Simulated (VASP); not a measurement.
Output of a VASP run:

OUTCAR:
```
 ion  position               nearest neighbor table
   1  0.333  0.667  1.000-   3 2.43   4 2.44   4 2.44   4 2.44
   2  0.667  0.333  0.500-   4 2.43   3 2.44   3 2.44   3 2.44
   3  0.333  0.667  0.375-   1 2.43   2 2.44   2 2.44   2 2.44
   4  0.667  0.333  0.875-   2 2.43   1 2.44   1 2.44   1 2.44
  LATTYP: Found a hexagonal cell.
 ALAT       =     3.9789569736
 C/A-ratio  =     1.6257710476
 Subroutine PRICEL returns:
 Original cell was already a primitive cell.
 Subroutine GETGRP returns: Found 12 space group operations
The static configuration has the point symmetry C_3v.
 The point group associated with its full space group is C_6v.
The dynamic configuration has the point symmetry C_3v.
 Subroutine INISYM returns: Found 12 space group operations
 Subroutine IBZKPT returns following result:
 Found     30 irreducible k-points:

 Following reciprocal coordinates:
            Coordinates               Weight
  0.000000  0.000000  0.000000      1.000000
  0.125000 -0.000000  0.000000      6.000000
  0.250000 -0.000000  0.000000      6.000000
  0.375000 -0.000000  0.000000      6.000000
  0.500000 -0.000000  0.000000      3.000000
  0.125000  0.125000  0.000000      6.000000
  0.250000  0.125000  0.000000     12.000000
  0.375000  0.125000  0.000000     12.000000
  0.250000  0.250000  0.000000      6.000000
  0.375000  0.250000  0.000000      6.000000
  0.000000  0.000000  0.200000      2.000000
  0.125000 -0.000000  0.200000     12.000000
  0.250000 -0.000000  0.200000     12.000000
  0.375000 -0.000000  0.200000     12.000000
  0.500000 -0.000000  0.200000      6.000000
  0.125000  0.125000  0.200000     12.000000
  0.250000  0.125000  0.200000     24.000000
  0.375000  0.125000  0.200000     24.000000
  0.250000  0.250000  0.200000     12.000000
  0.375000  0.250000  0.200000     12.000000
  0.000000  0.000000  0.400000      2.000000
  0.125000 -0.000000  0.400000     12.000000
  0.250000 -0.000000  0.400000     12.000000
  0.375000 -0.000000  0.400000     12.000000
  0.500000 -0.000000  0.400000      6.000000
  0.125000  0.125000  0.400000     12.000000
  0.250000  0.125000  0.400000     24.000000
  0.375000  0.125000  0.400000     24.000000
  0.250000  0.250000  0.400000     12.000000
  0.375000  0.250000  0.400000     12.000000
   k-points           NKPTS =     30   k-points in BZ     NKDIM =     30   number of bands    NBANDS=     20
   number of dos      NEDOS =    301   number of ions     NIONS =      4
   total plane-waves  NPLWV =  32928
   dimension x,y,z NGX =    28 NGY =   28 NGZ =   42
   dimension x,y,z NGXF=    56 NGYF=   56 NGZF=   84
   ions per type =               2   2
   PREC   = accura    normal or accurate (medium, high low for compatibility)
   ISTART =      0    job   : 0-new  1-cont  2-samecut
   ICHARG =      2    charge: 1-file 2-atom 10-const
   ISPIN  =      1    spin polarized calculation?
   LNONCOLLINEAR =      F non collinear calculations
   LSORBIT =      F    spin-orbit coupling
   INIWAV =      1    electr: 0-lowe 1-rand  2-diag
   ENCUT  =  400.0 eV  29.40 Ry    5.42 a.u.   6.49  6.49 10.55*2*pi/ulx,y,z
   NELM   =    100;   NELMIN=  2; NELMDL= -5     # of ELM steps
   EDIFF  = 0.1E-05   stopping-criterion for ELM
   LREAL  =      F    real-space projection
   NLSPLINE    = F    spline interpolate recip. space projectors
   LMAXMIX     =    6 max onsite mixed and CHGCAR
   VOSKOWN=      0    Vosko Wilk Nusair interpolation
   EDIFFG = -.2E-01   stopping-criterion for IOM
   NSW    =     60    number of steps for IOM
   NBLOCK =      1;   KBLOCK =     60    inner block; outer block
   IBRION =      2    ionic relax: 0-MD 1-quasi-New 2-CG
   NFREE  =      1    steps in history (QN), initial steepest desc. (CG)
   ISIF   =      3    stress and relaxation
   ISYM   =      2    0-nonsym 1-usesym 2-fastsym
   TEIN   =    0.0    initial temperature
   TEBEG  =    0.0;   TEEND  =   0.0 temperature during run
   SMASS  =  -3.00    Nose mass-parameter (am)
...
```

**OSZICAR**
```
...
DAV:   6    -0.213548047181E+02    0.67431E-04   -0.29342E-04  1308   0.985E-02    0.208E-02
DAV:   7    -0.213548093197E+02   -0.46016E-05   -0.19398E-05  1328   0.277E-02    0.104E-02
DAV:   8    -0.213548102069E+02   -0.88719E-06   -0.14630E-06   840   0.857E-03
   8 F= -.21354810E+02 E0= -.21355699E+02  d E =-.627144E-01
       N       E                     dE             d eps       ncg     rms          rms(c)
DAV:   1    -0.214039798453E+02   -0.49171E-01   -0.27639E+00  1200   0.103E+01    0.111E+00
DAV:   2    -0.213759703428E+02    0.28010E-01   -0.16232E-01  1280   0.328E+00    0.389E-01
DAV:   3    -0.213730048274E+02    0.29655E-02   -0.67045E-03  1420   0.613E-01    0.220E-01
DAV:   4    -0.213723328539E+02    0.67197E-03   -0.47967E-03  1244   0.368E-01    0.107E-01
DAV:   5    -0.213723325786E+02    0.27532E-06   -0.26787E-04  1264   0.107E-01    0.599E-02
DAV:   6    -0.213723422295E+02   -0.96509E-05   -0.42442E-05  1380   0.450E-02    0.667E-03
DAV:   7    -0.213723427049E+02   -0.47540E-06   -0.11903E-06   880   0.683E-03
   9 F= -.21372343E+02 E0= -.21372660E+02  d E =-.175325E-01
       N       E                     dE             d eps       ncg     rms          rms(c)
DAV:   1    -0.214868417304E+02   -0.11450E+00   -0.88227E+00  1200   0.184E+01    0.203E+00
DAV:   2    -0.213948331601E+02    0.92009E-01   -0.53285E-01  1276   0.590E+00    0.686E-01
DAV:   3    -0.213853373469E+02    0.94958E-02   -0.21162E-02  1428   0.111E+00    0.392E-01
DAV:   4    -0.213832216134E+02    0.21157E-02   -0.14670E-02  1232   0.652E-01    0.193E-01
DAV:   5    -0.213832309413E+02   -0.93279E-05   -0.81810E-04  1284   0.187E-01    0.103E-01
DAV:   6    -0.213832553366E+02   -0.24395E-04   -0.13188E-04  1376   0.795E-02    0.117E-02
DAV:   7    -0.213832564927E+02   -0.11560E-05   -0.47301E-06  1320   0.127E-02    0.627E-03
DAV:   8    -0.213832565753E+02   -0.82579E-07   -0.51560E-07   708   0.506E-03
  10 F= -.21383257E+02 E0= -.21383391E+02  d E =-.284464E-01
       N       E                     dE             d eps       ncg     rms          rms(c)
DAV:   1    -0.213852276702E+02   -0.19712E-02   -0.14786E-01  1200   0.241E+00    0.260E-01
DAV:   2    -0.213836830320E+02    0.15446E-02   -0.87311E-03  1284   0.776E-01    0.969E-02
DAV:   3    -0.213835171701E+02    0.16586E-03   -0.35511E-04  1420   0.143E-01    0.557E-02
DAV:   4    -0.213834758866E+02    0.41283E-04   -0.27108E-04  1240   0.874E-02    0.260E-02
DAV:   5    -0.213834750770E+02    0.80958E-06   -0.15771E-05  1260   0.261E-02    0.143E-02
DAV:   6    -0.213834746884E+02    0.38862E-06   -0.21270E-06   852   0.108E-02
  11 F= -.21383475E+02 E0= -.21383596E+02  d E =-.286645E-01
       N       E                     dE             d eps       ncg     rms          rms(c)
DAV:   1    -0.213930783871E+02   -0.96033E-02   -0.60669E-01  1200   0.501E+00    0.603E-01
DAV:   2    -0.213865071822E+02    0.65712E-02   -0.41249E-02  1272   0.168E+00    0.263E-01
DAV:   3    -0.213858910045E+02    0.61618E-03   -0.14171E-03  1352   0.291E-01    0.155E-01
DAV:   4    -0.213857458901E+02    0.14511E-03   -0.12946E-03  1220   0.172E-01    0.567E-02
DAV:   5    -0.213857300679E+02    0.15822E-04   -0.78752E-05  1256   0.570E-02    0.341E-02
DAV:   6    -0.213857292540E+02    0.81398E-06   -0.15431E-05  1356   0.300E-02    0.343E-03
DAV:   7    -0.213857291379E+02    0.11605E-06   -0.40097E-07   688   0.587E-03
  12 F= -.21385729E+02 E0= -.21386004E+02  d E =-.225445E-02
```

File OUTCAR:
```
------------------------ aborting loop because EDIFF is reached ----------------------------------------
  FORCE on cell =-STRESS in cart. coord.  units (eV):
  Direction    XX          YY          ZZ          XY          YZ          ZX
  --------------------------------------------------------------------------------------
  Total       -0.0090211     -0.0090211     -0.0053381      0.0000000     -0.0000000      0.0000000
  in kB       -0.1668961     -0.1668961     -0.0987577      0.0000000     -0.0000000      0.0000000
  external PRESSURE =      -0.1441833 kB  Pullay stress =       0.0000000 kB
  volume of cell :       86.60
      direct lattice vectors                 reciprocal lattice vectors
     3.773492171  0.000000000  0.000000000     0.265006512  0.153001577 -0.000000000
    -1.886746086  3.267940168 -0.000000000    -0.000000000  0.306003154 -0.000000000
    -0.000000000  0.000000000  7.022723789    -0.000000000  0.000000000  0.142394893
 POSITION                                       TOTAL-FORCE (eV/Angst)
 -----------------------------------------------------------------------------------
     -0.00000      2.17863      0.10219         0.000000     -0.000000     -0.011583
      1.88675      1.08931      3.61355        -0.000000     -0.000000     -0.011583
     -0.00000      2.17863      2.53133         0.000000      0.000000      0.011583
      1.88675      1.08931      6.04270        -0.000000      0.000000      0.011583
 -----------------------------------------------------------------------------------
    total drift:                               -0.001131      0.000653     -0.001406
  FREE ENERGIE OF THE ION-ELECTRON SYSTEM (eV)
  ---------------------------------------------------
  free  energy   TOTEN  =       -21.3857291379 eV

  energy  without entropy=      -21.3865532352  energy(sigma->0) =      -21.38600384

 reached required accuracy - stopping structural energy minimisation
```
(Selected blocks of OUTCAR.)

### POSCAR
```
PtSe
1
    3.9789569736     0.0000000000     0.0000000000
   -1.9894784868     3.4458779223     0.0000000000
    0.0000000000    -0.0000000000     6.4688730475
Pt Se
2 2
Direct
  0.3333330000   0.6666670000   0.9999993282
  0.6666670000   0.3333330000   0.4999993282
  0.3333330000   0.6666670000   0.3750006718
  0.6666670000   0.3333330000   0.8750006718
```

Q: Write an INCAR and KPOINTS that could have produced this output.

A: This is not unique; one that fits is the input of the run itself, PBEsol GGA, plane waves, VASP's PBE PAW potentials (set 64).

### KPOINTS
```
Automatic
0
gamma
8 8 5
0 0 0
```

**INCAR**
```
SYSTEM = PtSe
PREC = Accurate
ENCUT = 400
EDIFF = 1E-6
NELM = 100
ALGO = Normal
LREAL = .FALSE.
LASPH = .TRUE.
ISMEAR = 1
SIGMA = 0.1
GGA = PS
LMAXMIX = 6
LWAVE = .FALSE.
LCHARG = .FALSE.
IBRION = 2
ISIF = 3
NSW = 60
EDIFFG = -0.02
```

POTCAR, in this order: Pt Se (PBE.64 set). Program: vasp_std.

Energy and stress use the plane-wave basis of the starting cell.

The structure was generated: PtSe was put into the wurtzite type (P6_3mc), which need not be its known phase. This run relaxes it. Symmetry was kept, so distortions that lower it aren't found. The start is the result of an earlier pass.
